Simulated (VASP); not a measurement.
# C₂H₄BrCl: harmonic vibrations of a molecule

C₂H₄BrCl, molecule in box, 8 atoms in the cell. PBE, harmonic vibrations; PAW potentials C, Cl, Br, H (PBE set).

## Input

INCAR.step1:
```
  ALGO = Normal
  EDIFF = 1E-8
  EDIFFG = -0.002
  ENCUT = 400
  IBRION = 2
  ISIF = 2
  ISMEAR = 0
  ISYM = 0
  LASPH = T
  LCHARG = F
  LREAL = F
  LWAVE = F
  NELM = 100
  NSW = 60
  POTIM = 0.5
  PREC = Accurate
  SIGMA = 0.01
```

INCAR.step2, as INCAR.step1 but for:
```
- EDIFFG = -0.002
- IBRION = 2
- ISIF = 2
- NSW = 60
- POTIM = 0.5
+ IBRION = 5
+ NFREE = 2
+ NSW = 1
+ POTIM = 0.015
```

KPOINTS:
```
k-points
0
Gamma
  1 1 1
```

POSCAR.step1:
```
H4C2BrCl
1.0
   12.0000000000      0.0000000000      0.0000000000
    0.0000000000     12.0000000000      0.0000000000
    0.0000000000      0.0000000000     12.0000000000
C Cl Br H
2 1 1 4
Direct
    0.5304666700      0.5791458300      0.4997375000
    0.5090583300      0.4560041700      0.5075125000
    0.6257000000      0.3784708300      0.4612208300
    0.3764666700      0.4155625000      0.4230208300
    0.5460583300      0.6035791700      0.4136541700
    0.4584000000      0.6250291700      0.5308875000
    0.6033166700      0.6003791700      0.5500041700
    0.4917250000      0.4285791700      0.5920125000
```

Commands (each step's output is kept before the next begins):
```
cat potpaw_PBE.64/C/POTCAR potpaw_PBE.64/Cl/POTCAR potpaw_PBE.64/Br/POTCAR potpaw_PBE.64/H/POTCAR > POTCAR
cp INCAR.step1 INCAR
cp POSCAR.step1 POSCAR
mpirun -np 4 vasp_gam > vasp.out
cp CONTCAR POSCAR
cp INCAR.step2 INCAR
mpirun -np 4 vasp_gam > vasp.out
```

## Result

- Vibrations (cm⁻¹; a negative value is imaginary): 3082, 3062, 3055, 2983, 1434, 1426, 1358, 1252, 1164, 1066, 1025, 952, 648, 545, 367, 279, 251, 210
- Zero-point energy (eV): 1.498
- Translations and rotations, which should read zero (cm⁻¹): -6, -3, -2, 3, 7, 9
- Vibrational entropy at 298 K (meV/K): 0.335
- Displaced cells: 48
- Ionic steps, all stages: 72
- Electronic steps, all stages: 1191

VASP 6.6.1 took 1546 s on 4 cores (Intel Xeon Platinum 8375C @ 2.90GHz (Ice Lake)), a shared host.
